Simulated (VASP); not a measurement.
# MgCd2S3 (Imm2) in VASP: relaxation of cell and atoms with PBE

Aim: the relaxation of cell and atoms of MgCd2S3 with PBE.

All numbers are computed with VASP 6.6.1; they aren't measurements. Logs are shortened: lines on timing, memory, paths and dates and some standing lists are left out, and cuts for length are marked.

**1. Starting point**

Symmetry: Imm2, No. 44, orthorhombic system. Conventional cell: a = 4.152 Å, b = 12.424 Å, c = 5.850 Å, α = 90.00°, β = 90.00°, γ = 90.00°. Around Mg (site symmetry mm2) lie 4 S at 2.46 to 2.48 Å. Around Cd (site symmetry m) lie 4 S at 2.57 to 2.58 Å. S (site symmetry mm2) has 2 Mg at 2.48 Å and 2 Cd at 2.58 Å as nearest neighbours. Around S (site symmetry m) lie 1 Mg at 2.46 Å and 3 Cd at 2.57 Å.

The cell was built by a generator and needn't be a form met in nature.

**2. Relaxation of cell and atoms, PBE**

Input file INCAR:

```
SYSTEM = MgCd2S3
PREC = Accurate
ENCUT = 520
EDIFF = 1E-6
ISMEAR = 0
SIGMA = 0.03
LREAL = .False.
LASPH = .True.
NELM = 120
ALGO = Normal
ISIF = 3
LWAVE = .False.
LCHARG = .False.
GGA = PE
IBRION = 2
NSW = 90
EDIFFG = -0.01
KPAR = 4
```

Input file KPOINTS:

```
Automatic mesh
0
Gamma
  8 8 8
  0 0 0
```

Input file POSCAR:

```
MgCd2S3
1.0
   -2.0760000000      6.2120000000      2.9250000000
    2.0760000000     -6.2120000000      2.9250000000
    2.0760000000      6.2120000000     -2.9250000000
Mg Cd S
1 2 3
Direct
    0.9981196600      0.9981196600      0.0000000000
    0.6669042800      0.0008547000      0.6660495800
    0.3348051200      0.0008547000      0.3339504200
    0.7663247900      0.2663247900      0.5000000000
    0.0806700800      0.2420512800      0.8386188000
    0.4034324800      0.2420512800      0.1613812000
```

Potentials or basis: VASP PAW PBE potentials, release 64 (Mg, Cd, S).

The run is started by

```sh
$ cat potpaw_PBE.64/Mg/POTCAR potpaw_PBE.64/Cd/POTCAR potpaw_PBE.64/S/POTCAR > POTCAR
$ mpirun -np 4 vasp_std > vasp.out
```

OUTCAR:

```text
SYSTEM = MgCd2S3
   PREC = Accurate
   ENCUT = 520
   EDIFF = 1E-6
   ISMEAR = 0
   LREAL = .False.
   LASPH = .True.
   NELM = 120
   ISIF = 3
   GGA = PE
   IBRION = 2
   NSW = 90
   EDIFFG = -0.01

 ion  position               nearest neighbor table
   1  0.998  0.998  0.000-   5 2.46   6 2.46   4 2.48   4 2.48
   2  0.667  0.001  0.666-   5 2.57   6 2.57   6 2.57   4 2.58
   3  0.335  0.001  0.334-   6 2.57   5 2.57   5 2.57   4 2.58
   4  0.766  0.266  0.500-   1 2.48   1 2.48   3 2.58   2 2.58
   5  0.081  0.242  0.839-   1 2.46   2 2.57   3 2.57   3 2.57
   6  0.403  0.242  0.161-   1 2.46   3 2.57   2 2.57   2 2.57

  LATTYP: Found a body centered orthorhombic cell.
 ALAT       =     4.1520000000
 B/A-ratio  =     1.4089595376
 C/A-ratio  =     2.9922928709

  Lattice vectors:

 A1 = (  -2.0760000000,   6.2120000000,  -2.9250000000)
 A2 = (   2.0760000000,   6.2120000000,   2.9250000000)
 A3 = (   2.0760000000,  -6.2120000000,  -2.9250000000)

Analysis of symmetry for initial positions (statically):
=====================================================================
 Subroutine PRICEL returns:
 Original cell was already a primitive cell.

 Routine SETGRP: Setting up the symmetry group for a
 body centered orthorhombic supercell.

 Subroutine GETGRP returns: Found  4 space group operations
 (whereof  4 operations were pure point group operations)
 out of a pool of  8 trial point group operations.

The static configuration has the point symmetry C_2v.

Analysis of symmetry for dynamics (positions and initial velocities):
=====================================================================
 Subroutine PRICEL returns:
 Original cell was already a primitive cell.

 Routine SETGRP: Setting up the symmetry group for a
 body centered orthorhombic supercell.

 Subroutine GETGRP returns: Found  4 space group operations
 (whereof  4 operations were pure point group operations)
 out of a pool of  8 trial point group operations.

The dynamic configuration has the point symmetry C_2v.

 Subroutine INISYM returns: Found  4 space group operations
 (whereof  4 operations are pure point group operations),
 and found     1 'primitive' translations

----------------------------------------------------------------------------------------

                                     Primitive cell

  volume of cell :     150.8845

  direct lattice vectors                    reciprocal lattice vectors
    -2.076000000  6.212000000  2.925000000     0.000000000  0.080489375  0.170940171
     2.076000000 -6.212000000  2.925000000     0.240847784  0.000000000  0.170940171
     2.076000000  6.212000000 -2.925000000     0.240847784  0.080489375  0.000000000

  length of vectors
     7.173168407  7.173168407  7.173168407     0.188942006  0.295344201  0.253941321

  position of ions in fractional coordinates (direct lattice)
     0.998119660  0.998119660  0.000000000
     0.666904280  0.000854700  0.666049580
     0.334805120  0.000854700  0.333950420
     0.766324790  0.266324790  0.500000000
     0.080670080  0.242051280  0.838618800
     0.403432480  0.242051280  0.161381200

  ion indices of the primitive-cell ions
   primitive index   ion index
                 1           1
                 2           2
                 3           3
                 4           4
                 5           5
                 6           6

----------------------------------------------------------------------------------------

 KPOINTS: Automatic mesh

Automatic generation of k-mesh.
 Grid dimensions read from file:
 generate k-points for:    8    8    8

 Generating k-lattice:

  Cartesian coordinates                     Fractional coordinates (reciprocal lattice)
     0.000000000  0.010061172  0.021367521     0.125000000  0.000000000 -0.000000000
     0.030105973  0.000000000  0.021367521     0.000000000  0.125000000 -0.000000000
     0.030105973  0.010061172  0.000000000     0.000000000 -0.000000000  0.125000000

  Length of vectors
     0.023617751  0.036918025  0.031742665

  Shift w.r.t. Gamma in fractional coordinates (k-lattice)
     0.000000000  0.000000000  0.000000000

 Subroutine IBZKPT returns following result:
 ===========================================

 Found     95 irreducible k-points:

 Following reciprocal coordinates:
            Coordinates               Weight
  0.000000  0.000000  0.000000      1.000000
  0.125000  0.000000  0.000000      4.000000
  0.250000  0.000000  0.000000      4.000000
  0.375000 -0.000000  0.000000      4.000000
  0.500000  0.000000  0.000000      2.000000
  0.000000  0.125000  0.000000      4.000000
[... 16 lines left out ...]
  0.125000  0.375000  0.000000      8.000000
  0.250000  0.375000  0.000000      8.000000
 [... further k-points ...]
   k-points           NKPTS =     95   k-points in BZ     NKDIM =     95   number of bands    NBANDS=     26
   number of dos      NEDOS =    301   number of ions     NIONS =      6
   total plane-waves  NPLWV = 157464
   dimension x,y,z NGX =    54 NGY =   54 NGZ =   54
   dimension x,y,z NGXF=   108 NGYF=  108 NGZF=  108
   ions per type =               1   2   3
   NGX,Y,Z   is equivalent  to a cutoff of  12.52, 12.52, 12.52 a.u.
   NGXF,Y,Z  is equivalent  to a cutoff of  25.03, 25.03, 25.03 a.u.
 SYSTEM =  MgCd2S3
   PREC   = accura    normal or accurate (medium, high low for compatibility)
   ISTART =      0    job   : 0-new  1-cont  2-samecut
   ICHARG =      2    charge: 1-file 2-atom 10-const
   ISPIN  =      1    spin polarized calculation?
   LNONCOLLINEAR =      F non collinear calculations
   LSORBIT =      F    spin-orbit coupling
   LASPH  =      T    aspherical Exc in radial PAW
   ENCUT  =  520.0 eV  38.22 Ry    6.18 a.u.  13.34 13.34 13.34*2*pi/ulx,y,z
   NELM   =    120;   NELMIN=  2; NELMDL= -5     # of ELM steps
   EDIFF  = 0.1E-05   stopping-criterion for ELM
   LREAL  =      F    real-space projection
   EDIFFG = -.1E-01   stopping-criterion for IOM
   NSW    =     90    number of steps for IOM
   IBRION =      2    ionic relax: 0-MD 1-quasi-New 2-CG
   NFREE  =      1    steps in history (QN), initial steepest desc. (CG)
   ISIF   =      3    stress and relaxation
   ISYM   =      2    0-nonsym 1-usesym 2-fastsym
   POTIM  = 0.5000    time-step for ionic-motion
   TEBEG  =    0.0;   TEEND  =   0.0 temperature during run
   PSTRESS=    0.0 pullay stress
   NELECT =      44.0000    total number of electrons
   NUPDOWN=      -1.0000    fix difference up-down
   EMIN   =  10.00;   EMAX   =-10.00  energy-range for DOS
   EFERMI =   0.00;   METHOD = LEGACY
   ISMEAR =     0;   SIGMA  =   0.03  broadening in eV -4-tet -1-fermi 0-gaus
   EFERMI_NEDOS =   21; number of points for ismear=-14 and -15
   IALGO  =     38    algorithm
   IMIX   =      4    mixing-type and parameters
     AMIX     =   0.40;   BMIX     =  1.00
     AMIX_MAG =   1.60;   BMIX_MAG =  1.00
  volume/ion in A,a.u.               =      25.15       169.70
  Fermi-wavevector in a.u.,A,eV,Ry     =   1.085619  2.051523 16.035405  1.178569
  Thomas-Fermi vector in A             =   2.221737
   LORBIT       =      0    0 simple, 1 ext, 2 COOP (PROOUT), +10 PAW based schemes
   GGA     = PE    functional components
   LHFCALC =     F    Hartree Fock is set to
   AEXX    =    0.0000 exact exchange contribution
   IVDW    =     0    specifies the selected vdW correction
   LEPSILON=     F    determine dielectric tensor
   LRPA    =     F    only Hartree local field effects (RPA)
 conjugate gradient relaxation of ions
 non-spin polarized calculation
 Gauss-broadening in eV      SIGMA  =   0.03
  energy-cutoff  :      520.00
  volume of cell :      150.88
 maximum number of plane-waves:      4088
 NGX is ok and might be reduce to    54
   NGX = 27   NGY = 27   NGZ = 27

--------------------------------------- Ionic step        1  -------------------------------------------

 number of electron      43.9999997 magnetization

 Free energy of the ion-electron system (eV)
  ---------------------------------------------------
  ext. energy  EPLUGINS =         0.00000000
  ---------------------------------------------------
  free energy    TOTEN  =       -20.76183405 eV

  energy without entropy =      -20.76183405  energy(sigma->0) =      -20.76183405

------------------------ aborting loop because EDIFF is reached ----------------------------------------

  FORCE on cell =-STRESS in cart. coord.  units (eV):
  Direction    XX          YY          ZZ          XY          YZ          ZX
  --------------------------------------------------------------------------------------
  -------------------------------------------------------------------------------------
  Total       -0.2308428     -0.1425805     -0.1842143      0.0000000      0.0000000      0.0000000
  in kB       -2.4512201     -1.5140011     -1.9560921      0.0000000      0.0000000      0.0000000
  external PRESSURE =      -1.9737711 kB  Pullay stress =       0.0000000 kB

 VOLUME and BASIS-vectors are now :
 -----------------------------------------------------------------------------
  energy-cutoff  :      520.00
  volume of cell :      150.88
      direct lattice vectors                 reciprocal lattice vectors
    -2.076000000  6.212000000  2.925000000     0.000000000  0.080489375  0.170940171
     2.076000000 -6.212000000  2.925000000     0.240847784  0.000000000  0.170940171
     2.076000000  6.212000000 -2.925000000     0.240847784  0.080489375  0.000000000
[... 241 lines left out ...]
 POSITION                                       TOTAL-FORCE (eV/Angst)
 -----------------------------------------------------------------------------------
      0.00000      0.00000      5.82707        -0.000000      0.000000      0.009653
      0.00000      8.25462      0.00716         0.000000      0.001722     -0.011099
      0.00000      4.15340      0.00716        -0.000000     -0.001722     -0.011099
      0.00000      6.20401      1.55470         0.000000     -0.000000      0.015215
      2.07214      4.19749     -1.50662         0.000000      0.000051     -0.001335
      0.00000      2.00652      1.41429         0.000000     -0.000051     -0.001335
 -----------------------------------------------------------------------------------
    total drift:                               -0.000001     -0.000003      0.000148

  FREE ENERGIE OF THE ION-ELECTRON SYSTEM (eV)
  ---------------------------------------------------
  free  energy   TOTEN  =       -20.7628222452 eV

  energy  without entropy=      -20.7628222452  energy(sigma->0) =      -20.76282225

--------------------------------------- Ionic step        8  -------------------------------------------

 number of electron      44.0000001 magnetization

 Free energy of the ion-electron system (eV)
  ---------------------------------------------------
  ext. energy  EPLUGINS =         0.00000000
  ---------------------------------------------------
  free energy    TOTEN  =       -20.76285553 eV

  energy without entropy =      -20.76285553  energy(sigma->0) =      -20.76285553

 E-fermi :   1.1108     XC(G=0):  -8.7478

 val. band max:        0.9672815022   @ k =   0.0000   0.0000   0.0000
 cond. band min:       2.6557247714   @ k =   0.0000   0.0000   0.0000
 fundamental gap:      1.6884432692
 Fermi energy:         1.1107962249

 k-point     1 :       0.0000    0.0000    0.0000
  band No.  band energies     occupation
      1     -10.8757      2.00000
      2     -10.3354      2.00000
      3     -10.2628      2.00000
      4      -6.3434      2.00000
      5      -6.3306      2.00000
      6      -6.3160      2.00000
[... 18 lines left out ...]
     25       5.7205      0.00000
     26       6.6910      0.00000
[... 644 lines left out ...]
      4      -6.2647      2.00000
      5      -6.2579      2.00000
      6      -6.1813      2.00000
[... 18 lines left out ...]
     25       6.2138      0.00000
     26       6.7237      0.00000

 [... further k-points ...]

------------------------ aborting loop because EDIFF is reached ----------------------------------------

  FORCE on cell =-STRESS in cart. coord.  units (eV):
  Direction    XX          YY          ZZ          XY          YZ          ZX
  --------------------------------------------------------------------------------------
  -------------------------------------------------------------------------------------
  Total        0.0165457      0.0545853      0.0360712      0.0000000      0.0000000      0.0000000
  in kB        0.1764785      0.5822137      0.3847398      0.0000000      0.0000000      0.0000000
  external PRESSURE =       0.3811440 kB  Pullay stress =       0.0000000 kB

 VOLUME and BASIS-vectors are now :
 -----------------------------------------------------------------------------
  energy-cutoff  :      520.00
  volume of cell :      150.21
      direct lattice vectors                 reciprocal lattice vectors
    -2.071976081  6.204611459  2.921088088     0.000000000  0.080585223  0.171169093
     2.071976081 -6.204611459  2.921088088     0.241315527  0.000000000  0.171169093
     2.071976081  6.204611459 -2.921088088     0.241315527  0.080585223  0.000000000

 POSITION                                       TOTAL-FORCE (eV/Angst)
 -----------------------------------------------------------------------------------
      2.07198      6.20461      2.90718         0.000000     -0.000000      0.007991
      0.00000      8.25449      0.00665        -0.000000      0.003668     -0.008019
      0.00000      4.15473      0.00665        -0.000000     -0.003668     -0.008019
      0.00000      6.20461      1.55591         0.000000      0.000000      0.009035
      2.07198      4.19764     -1.50718         0.000000     -0.001997     -0.000495
     -0.00000      2.00698      1.41391         0.000000      0.001997     -0.000495
 -----------------------------------------------------------------------------------
    total drift:                               -0.000001     -0.000003      0.000637

  FREE ENERGIE OF THE ION-ELECTRON SYSTEM (eV)
  ---------------------------------------------------
  free  energy   TOTEN  =       -20.7628555310 eV

  energy  without entropy=      -20.7628555310  energy(sigma->0) =      -20.76285553

 reached required accuracy - stopping structural energy minimisation
```

Wall time 9.7 min (4 MPI ranks of Intel Xeon 6975P-C (Granite Rapids), shared host); peak memory 0.64 GiB.

What came out:

* Free energy: -20.7629 eV
* Relaxed volume: 25.04 Å³/atom
* Relaxed cell: a = 7.164 Å, b = 7.164 Å, c = 7.164 Å, α = 146.38°, β = 59.99°, γ = 131.87°
* Space group after relaxing (to 0.05 Å): Imm2 (No. 44)
* Energy gained by relaxing: 0.2 meV/atom
* Ionic steps: 8
* Pressure after relaxing: 0.0 GPa
* Largest force after relaxing: 0.009 eV/Å
* Band gap on the k mesh: 1.69 eV, direct

Forces in eV/Å, atoms in the order of the input:
```
Mg   0.000  0.000  0.008
Cd   0.000  0.004 -0.008
Cd   0.000 -0.004 -0.008
S    0.000  0.000  0.009
S    0.000 -0.002  0.000
S    0.000  0.002  0.000
```

The path:
```tsv
step	energy change (eV)	largest force (eV/Å)	pressure (GPa)	volume (Å³)
1	0.0000	0.0486	-0.20	150.88
2	-0.0007	0.0352	0.05	150.21
3	-0.0007	0.0345	0.04	150.19
4	-0.0009	0.0239	0.02	150.28
5	-0.0010	0.0129	-0.02	150.39
6	-0.0010	0.0117	-0.01	150.32
7	-0.0010	0.0152	0.02	150.20
8	-0.0010	0.0090	0.04	150.21
```

Final structure:
```xyz
6
Lattice="-2.0720 6.2046 2.9211 2.0720 -6.2046 2.9211 2.0720 6.2046 -2.9211" Properties=species:S:1:pos:R:3 pbc="T T T"
Mg    2.0720    6.2046    2.9072
Cd    0.0000    8.2545    0.0067
Cd    0.0000    4.1547    0.0067
S     0.0000    6.2046    1.5559
S     2.0720    4.1976   -1.5072
S     0.0000    2.0070    1.4139
```

A k mesh can miss the band edges. As with any semilocal functional, this PBE gap is likely too small.
